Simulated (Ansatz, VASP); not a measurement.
# Cross-check of GaAs between VASP and Ansatz, part 2 of 2

One calculation is typed for both programs; each brings its own data sets. How far apart do they land? The structure shown comes from an earlier Ansatz run, which isn't shown and may have moved the atoms alone.

VASP 6.6.1 and Ansatz 0.2.0.

So far: Starting point; Ansatz: elastic constants, PBE.

## Step 3: VASP: elastic constants, PBE

Level of this step: PBE; plane waves and PAW (Ga_d, As) (VASP).

The same cell, functional, mesh and smearing now go to VASP, with its own data sets.

Lines of VASP's logs that name or quote its potential files are left out, and so is its time.

INCAR reads:

```
SYSTEM = GaAs
PREC = Accurate
ENCUT = 500
EDIFF = 1E-08
NELM = 120
ISMEAR = 0
SIGMA = 0.02
LREAL = .FALSE.
ALGO = Normal
GGA = PE
NBANDS = 15
LORBIT = 11
LWAVE = .FALSE.
LCHARG = .FALSE.
ISIF = 3
IBRION = 6
NFREE = 2
POTIM = 0.015
NSW = 1
LASPH = .TRUE.
GGA_COMPAT = .FALSE.
EFERMI = MIDGAP
KPAR = 2
```

POSCAR reads:

```
GaAs
1.0
    0.0000000000      2.8725445705      2.8725445705
    2.8725445705      0.0000000000      2.8725445705
    2.8725445705      2.8725445705      0.0000000000
Ga As
1 1
Direct
    0.0000000000      0.0000000000      0.0000000000
    0.2500000000      0.2500000000      0.2500000000
```

KPOINTS reads:

```
Automatic mesh
0
Gamma
10 10 10
0 0 0
```

The projector-augmented-wave data sets are Ga_d and As (PBE family, release 64).

Run with:

```bash
mpirun -np 2 vasp_std
```

Numbers of over 12 decimals in the logs are rounded to 6 here.

Output:

```text
[banner, memory and clock lines left out]
running    2 mpi-ranks, on    1 nodes
 distrk:  each k-point on    1 cores,    2 groups
 distr:  one band on    1 cores,    1 groups

 POSCAR found type information on POSCAR GaAs
 POSCAR found :  2 types and       2 ions
 LDA part: xc-table for (Slater+PW92), standard interpolation
 POSCAR, INCAR and KPOINTS ok, starting setup
 FFT: planning ... GRIDC
 FFT: planning ... GRID_SOFT
 FFT: planning ... GRID
 WAVECAR not read
 entering main loop
       N       E                     dE             d eps       ncg     rms          rms(c)
DAV:   1     0.819046407799E+02    0.81905E+02   -0.88507E+03  1426   0.158E+03
DAV:   2    -0.193947851573E+01   -0.83844E+02   -0.80056E+02  1564   0.315E+02
DAV:   3    -0.831957081273E+01   -0.63801E+01   -0.63562E+01  1697   0.687E+01
DAV:   4    -0.842352949629E+01   -0.10396E+00   -0.10393E+00  1707   0.976E+00
DAV:   5    -0.842510333662E+01   -0.15738E-02   -0.15738E-02  1788   0.106E+00    0.276E+00
DAV:   6    -0.829058967994E+01    0.13451E+00   -0.22252E-01  2156   0.801E+00    0.165E+00
DAV:   7    -0.827372863870E+01    0.16861E-01   -0.59365E-02  1818   0.176E+00    0.555E-01
DAV:   8    -0.827460506866E+01   -0.87643E-03   -0.97481E-03  1718   0.117E+00    0.933E-02
DAV:   9    -0.827500756058E+01   -0.40249E-03   -0.96152E-04  1690   0.398E-01    0.533E-02
DAV:  10    -0.827507234865E+01   -0.64788E-04   -0.68668E-05  1826   0.797E-02    0.288E-02
DAV:  11    -0.827512631140E+01   -0.53963E-04   -0.79623E-05  1571   0.671E-02    0.376E-03
DAV:  12    -0.827512668712E+01   -0.37572E-06   -0.12597E-06  1781   0.150E-02    0.152E-03
DAV:  13    -0.827512710233E+01   -0.41521E-06   -0.53367E-07  1697   0.539E-03    0.601E-04
DAV:  14    -0.827512709801E+01    0.43156E-08   -0.10007E-08  1463   0.115E-03
   1 F= -.82751271E+01 E0= -.82751271E+01  d E =-.213778E-11
[... from here on, the cycles between the ionic steps are left out ...]
   2 F= -.82725511E+01 E0= -.82725414E+01  d E =-.194632E-04
   3 F= -.82710288E+01 E0= -.82710288E+01  d E =-.264219E-17
   9 F= -.82729168E+01 E0= -.82729168E+01  d E =-.218537E-10
  10 F= -.82729125E+01 E0= -.82729125E+01  d E =-.218729E-10
  11 F= -.82729168E+01 E0= -.82729168E+01  d E =-.218564E-10
  12 F= -.82729125E+01 E0= -.82729125E+01  d E =-.218746E-10
  13 F= -.82729168E+01 E0= -.82729168E+01  d E =-.218556E-10
  14 F= -.82741772E+01 E0= -.82741772E+01  d E =-.258627E-08
  15 F= -.82741772E+01 E0= -.82741772E+01  d E =-.257923E-08
  16 F= -.82741716E+01 E0= -.82741716E+01  d E =-.258782E-08
 Finite differences progress:
  Degree of freedom:   8/  8
  Displacement:        1/  2
  Total:              15/ 16
 bond charge predicted
       N       E                     dE             d eps       ncg     rms          rms(c)
DAV:   1    -0.827351549048E+01    0.65612E-03   -0.24809E-01  5221   0.207E+00    0.131E-01
DAV:   2    -0.827421641075E+01   -0.70092E-03   -0.84710E-03  6621   0.577E-01    0.646E-02
DAV:   3    -0.827417052579E+01    0.45885E-04   -0.13071E-04  5900   0.138E-01    0.186E-02
DAV:   4    -0.827417105363E+01   -0.52785E-06   -0.21804E-05  7645   0.458E-02    0.445E-03
DAV:   5    -0.827417154936E+01   -0.49573E-06   -0.23599E-06  5928   0.138E-02    0.777E-04
DAV:   6    -0.827417158861E+01   -0.39249E-07   -0.12559E-07  6880   0.336E-03    0.453E-04
DAV:   7    -0.827417159426E+01   -0.56471E-08   -0.15422E-08  5603   0.979E-04
  17 F= -.82741716E+01 E0= -.82741716E+01  d E =-.258643E-08
 Finite differences progress:
  Degree of freedom:   8/  8
  Displacement:        2/  2
  Total:              16/ 16
```

Parts of OUTCAR (step 3):

```text
ion  position               nearest neighbor table
   1  0.000  0.000  0.000-   2 2.49   2 2.49   2 2.49   2 2.49
   2  0.250  0.250  0.250-   1 2.49   1 2.49   1 2.49   1 2.49

  LATTYP: Found a face centered cubic cell.
 ALAT       =     5.7450891410

 Subroutine GETGRP returns: Found 24 space group operations
 (whereof 24 operations were pure point group operations)

The static configuration has the point symmetry T_d .

 Found     47 irreducible k-points:

   k-points           NKPTS =     47   k-points in BZ     NKDIM =     47   number of bands    NBANDS=     15

   dimension x,y,z NGX =    30 NGY =   30 NGZ =   30
   dimension x,y,z NGXF=    60 NGYF=   60 NGZF=   60

   ENCUT  =  500.0 eV  36.75 Ry    6.06 a.u.   7.41  7.41  7.41*2*pi/ulx,y,z

   NELECT =      18.0000    total number of electrons

 k-points in reciprocal lattice and weights: Automatic mesh
   0.00000000  0.00000000  0.00000000       0.001
   0.10000000  0.00000000  0.00000000       0.008
   0.20000000  0.00000000  0.00000000       0.008
   0.30000000  0.00000000  0.00000000       0.008
   0.40000000  0.00000000  0.00000000       0.008
   0.50000000  0.00000000  0.00000000       0.004
   0.10000000  0.10000000  0.00000000       0.006
   0.20000000  0.10000000  0.00000000       0.024
   0.30000000  0.10000000  0.00000000       0.024
[...]
-0.30000000  0.40000000  0.20000000       0.024
  -0.30000000  0.50000000  0.20000000       0.012

 average (electrostatic) potential at core
       1 -66.7732       2 -50.7313

 E-fermi :   3.5952

 k-point     1 :       0.0000    0.0000    0.0000
  band No.  band energies     occupation
    ...
      5     -11.1684      2.00000
      6      -8.8996      2.00000
      7       3.4462      2.00000
      8       3.4914      2.00000
      9       3.5349      1.99998
     10       3.6554      0.00002
     11       7.1771      0.00000
     12       7.2064      0.00000
     13       7.2377      0.00000
     14      10.9316      0.00000
    ...

 k-point     2 :       0.1000    0.0000    0.0000
  band No.  band energies     occupation
    ...
      5     -11.1685      2.00000
      6      -8.7901      2.00000
      7       1.9041      2.00000
      8       3.3279      2.00000
      9       3.3857      2.00000
     10       4.7310      0.00000
     11       7.3991      0.00000
     12       7.4142      0.00000
     13       7.4550      0.00000
     14      11.5559      0.00000
    ...

 k-point     3 :       0.2000    0.0000    0.0000
  band No.  band energies     occupation
    ...
      5     -11.1684      2.00000
      6      -8.4753      2.00000
      7       0.2116      2.00000
      8       3.0043      2.00000
      9       3.0622      2.00000
     10       4.9157      0.00000
     11       7.8374      0.00000
     12       7.8982      0.00000
     13       8.4639      0.00000
     14      12.3718      0.00000
    ...

  Total        0.0496601      0.0516541      0.0516541      0.0000000      0.0935302      0.0000000
  in kB        1.6783692      1.7457635      1.7457635      0.0000000      3.1610559      0.0000000
  external PRESSURE =       1.7232987 kB  Pullay stress =       0.0000000 kB

  energy-cutoff  :      500.00
  volume of cell :       47.41
      direct lattice vectors                 reciprocal lattice vectors
     0.000000000  2.872544571  2.872544571    -0.174061703  0.174061703  0.174061703
     2.872544571  0.000000000  2.872544571     0.174061703 -0.174061703  0.174061703
     2.872544571  2.872544571  0.000000000     0.174061703  0.174061703 -0.174061703

 POSITION                                       TOTAL-FORCE (eV/Angst)
 -----------------------------------------------------------------------------------
      0.00000      0.00000      0.00000        -0.127480     -0.000000     -0.000000
      1.42127      1.43627      1.43627         0.127480      0.000000      0.000000
 -----------------------------------------------------------------------------------
    total drift:                               -0.000101      0.000000      0.000000

  FREE ENERGIE OF THE ION-ELECTRON SYSTEM (eV)
  ---------------------------------------------------
  free  energy   TOTEN  =        -8.2741715943 eV

  energy  without entropy=       -8.2741715917  energy(sigma->0) =       -8.27417159

  SYMMETRIZED ELASTIC MODULI (kBar)
 Direction    XX          YY          ZZ          XY          YZ          ZX
 --------------------------------------------------------------------------------
 XX         996.2023    418.3052    418.3052      0.0000      0.0000      0.0000
 YY         418.3052    996.2023    418.3052     -0.0000      0.0000     -0.0000
 ZZ         418.3052    418.3052    996.2023      0.0000     -0.0000     -0.0000
 XY           0.0000     -0.0000      0.0000    665.9490      0.0000      0.0000
 YZ           0.0000      0.0000     -0.0000      0.0000    665.9490      0.0000
 ZX           0.0000     -0.0000     -0.0000      0.0000      0.0000    665.9490
 --------------------------------------------------------------------------------

 Eigenvectors and eigenvalues of the dynamical matrix
 ----------------------------------------------------

   1 f  =    7.579716 THz    47.624760 2PiTHz  252.832109 cm-1    31.347172 meV
             X         Y         Z           dx          dy          dz
      0.000000  0.000000  0.000000    -0.211171    0.687666   -0.000000
      1.436272  1.436272  1.436272     0.203914   -0.664034   -0.000000

   2 f  =    7.579716 THz    47.624760 2PiTHz  252.832109 cm-1    31.347172 meV
             X         Y         Z           dx          dy          dz
      0.000000  0.000000  0.000000     0.000000    0.000000    0.719360
      1.436272  1.436272  1.436272     0.000000    0.000000   -0.694638

   3 f  =    7.579716 THz    47.624760 2PiTHz  252.832109 cm-1    31.347172 meV
             X         Y         Z           dx          dy          dz
      0.000000  0.000000  0.000000     0.687666    0.211171   -0.000000
      1.436272  1.436272  1.436272    -0.664034   -0.203914   -0.000000

   4 f/i=    0.003742 THz     0.023515 2PiTHz    0.124835 cm-1     0.015478 meV
             X         Y         Z           dx          dy          dz
      0.000000  0.000000  0.000000     0.045539    0.693144    0.000000
      1.436272  1.436272  1.436272     0.047160    0.717812    0.000000

   5 f/i=    0.003742 THz     0.023515 2PiTHz    0.124835 cm-1     0.015478 meV
             X         Y         Z           dx          dy          dz
      0.000000  0.000000  0.000000    -0.000000   -0.000000    0.694638
      1.436272  1.436272  1.436272    -0.000000   -0.000000    0.719360

   6 f/i=    0.003742 THz     0.023515 2PiTHz    0.124835 cm-1     0.015478 meV
             X         Y         Z           dx          dy          dz
      0.000000  0.000000  0.000000     0.693144   -0.045539   -0.000000
      1.436272  1.436272  1.436272     0.717812   -0.047160   -0.000000

 ELASTIC MODULI CONTR FROM IONIC RELAXATION (kBar)
 Direction    XX          YY          ZZ          XY          YZ          ZX
 --------------------------------------------------------------------------------
 XX          -0.0000     -0.0000     -0.0000     -0.0000     -0.0000     -0.0000
 YY          -0.0000     -0.0000     -0.0000     -0.0000     -0.0000     -0.0000
 ZZ          -0.0000     -0.0000     -0.0000     -0.0000     -0.0000     -0.0000
 XY          -0.0000     -0.0000     -0.0000   -154.5891      0.0000     -0.0000
 YZ          -0.0000     -0.0000     -0.0000      0.0000   -154.5891      0.0000
 ZX          -0.0000     -0.0000     -0.0000     -0.0000      0.0000   -154.5891
 --------------------------------------------------------------------------------

 TOTAL ELASTIC MODULI (kBar)
 Direction    XX          YY          ZZ          XY          YZ          ZX
 --------------------------------------------------------------------------------
 XX         996.2023    418.3052    418.3052      0.0000      0.0000     -0.0000
 YY         418.3052    996.2023    418.3052     -0.0000     -0.0000     -0.0000
 ZZ         418.3052    418.3052    996.2023      0.0000     -0.0000     -0.0000
 XY           0.0000     -0.0000      0.0000    511.3599      0.0000     -0.0000
 YZ           0.0000     -0.0000     -0.0000      0.0000    511.3599      0.0000
 ZX          -0.0000     -0.0000     -0.0000     -0.0000      0.0000    511.3599
 --------------------------------------------------------------------------------

 total charge
# of ion       s       p       d       tot
------------------------------------------
    1        0.883   0.754   9.986  11.623
    2        1.214   1.564   0.028   2.806
--------------------------------------------------
tot          2.097   2.318  10.013  14.429

[... 3 further parts left out ...]
```

CONTCAR:

```
GaAs
   1.00000000000000
     0.0000000000000000    2.8725445705000001    2.8725445705000001
     2.8725445705000001    0.0000000000000000    2.8725445705000001
     2.8725445705000001    2.8725445705000001    0.0000000000000000
  Ga              As
     1     1
Direct
     0.0000000000000000    0.0000000000000000    0.0000000000000000
     0.2526109255456025    0.2473890744543976    0.2473890744543976
```

The last energy, forces, stress and levels in OUTCAR belong to the last displaced cell, not to the cell of POSCAR.

Levels, forces or a CONTCAR printed for this step are those of its last displaced cell, not of the structure at rest.

## Step 4: Comparison

Known differences besides the potentials themselves: the data sets hold 28 valence electrons in Ansatz (on its default PAW (the set named soft_2) files) and 18 in VASP; the cutoff is 320 eV in Ansatz and 500 eV in VASP; VASP takes each elastic constant from one size of strain, Ansatz from those that its log lists; Ansatz's log warns that its cutoff lies below the recommended one. Total energies have different zeros and are not compared.

The two programs side by side:

```
 quantity  Ansatz  VASP  difference
C11 (GPa)    97.8  99.6     -1.83 %
C22 (GPa)    97.8  99.6     -1.83 %
C33 (GPa)    97.8  99.6     -1.83 %
C12 (GPa)    40.7  41.8     -2.74 %
C13 (GPa)    40.7  41.8     -2.74 %
C23 (GPa)    40.7  41.8     -2.74 %
C44 (GPa)    50.4  51.1     -1.47 %
C55 (GPa)    50.4  51.1     -1.47 %
C66 (GPa)    50.4  51.1     -1.47 %
```

## Step 5: Outcome

* difference in C12 (elastic constants, PBE): -2.7 %

In words: The difference in C12 is -2.7 % (elastic constants, PBE), within the 5 % picked in this series as the mark of a large difference. The data sets hold unlike numbers of valence electrons (28 in Ansatz and 18 in VASP), so part of the differences comes from the potentials. How closely two codes agree says nothing of how well the functional describes the real material.

[Lines on the potential files, build, host, timing and source positions are cut from VASP's logs without a mark.]

[Logs are printed without paths, hosts, clocks, repeated set-up lines and the standing remarks that a program may print on its own settings, such as how far it seeks lower states.]

[Hosts, paths, dates, database ids (printed as entryN), source tags and the programs' standing remarks are cut or masked in the printed files.]
